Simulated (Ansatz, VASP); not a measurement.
# Si5F: VASP beside Ansatz

The input INCAR:

```
PREC = Accurate
ENCUT = 600
EDIFF = 1E-7
ISMEAR = 0
SIGMA = 0.1
LREAL = False
LASPH = True
NELM = 100
ALGO = Normal
ISIF = 3
LWAVE = False
LCHARG = False
GGA = PE
IBRION = 2
NSW = 90
EDIFFG = -0.04
```

Contents of KPOINTS:

```
Automatic mesh
0
Gamma
  6 6 4
```

POSCAR

```
Si5F
1.0
    4.9831426900      0.0000000000      0.0000000000
   -2.4915713400      4.3155281600      0.0000000000
    0.0000000000      0.0000000000      4.0356949100
Si F
5 1
Direct
    0.3333333300      0.6666666700      0.2703516400
    0.6666666700      0.3333333300      0.2703516400
    0.6666666700      0.3333333300      0.7296483600
    0.3333333300      0.6666666700      0.7296483600
    0.0000000000      0.0000000000      0.0000000000
    0.0000000000      0.0000000000      0.5000000000
```

Input for Ansatz:

```yaml
crystal:
  lattice:
    - [4.98314269, 0.0, 0.0]
    - [-2.49157134, 4.31552816, 0.0]
    - [0.0, 0.0, 4.03569491]
  atoms:
    - { symbol: Si, position: [0.33333333, 0.66666667, 0.27035164] }
    - { symbol: Si, position: [0.66666667, 0.33333333, 0.27035164] }
    - { symbol: Si, position: [0.66666667, 0.33333333, 0.72964836] }
    - { symbol: Si, position: [0.33333333, 0.66666667, 0.72964836] }
    - { symbol: Si, position: [0.0, 0.0, 0.0] }
    - { symbol: F, position: [0.0, 0.0, 0.5] }
basis:
  ecutwfc: 420
kpoints:
  mp_grid: { grid: [6, 6, 4] }
hamiltonian:
  xc: pbe
scf:
  occupations: { method: gaussian, width: 0.1 }
  lower_state_search: "off"
output:
  forces: true
  stress: true
  eigenvalues: true
relax:
  adjacent_minimum: "off"
  f_tol: 0.04
  max_steps: 70
  cell: { stress_tol: 0.4 }
```

Alike in both runs: task relaxation of cell and atoms; functional PBE; k mesh 6 × 6 × 4; occupations gaussian, width 0.1 eV; no spin polarisation.

|  | VASP | Ansatz |
| --- | --- | --- |
| version | VASP 6.6.1 | Ansatz 0.2.0 |
| potentials or method | VASP PAW PBE potentials, release 64 (Si, F) | scalar-relativistic, plane waves, PAW |
| plane-wave cutoff (eV) | 600 | 420 |
| valence electrons in the cell | 27 | 27 |

Ansatz gave:

| Property | Result |
| --- | --- |
| gap on the k mesh at the Fermi level, each at its own relaxed structure (eV) | none |
| relaxed volume (Å³/atom) | 14.01 |
| relaxed cell length with the largest relative difference (Å) | 5.138 |
| energy change over the relaxation (meV/atom) | -1025 |

**Question.** Estimate VASP's values.

**Answer.** gap on the k mesh at the Fermi level, each at its own relaxed structure (eV): none; relaxed volume (Å³/atom): 13.95; relaxed cell length with the largest relative difference (Å): 5.119; energy change over the relaxation (meV/atom): -1017.

A gap of «none» marks a metal or a gap that the smearing closes.

Caveats: the k mesh is coarse (spacing up to 0.39 Å⁻¹), so the values aren't converged; an odd number of electrons without spin polarisation forces a metal; a magnetic or distorted state may lie lower.
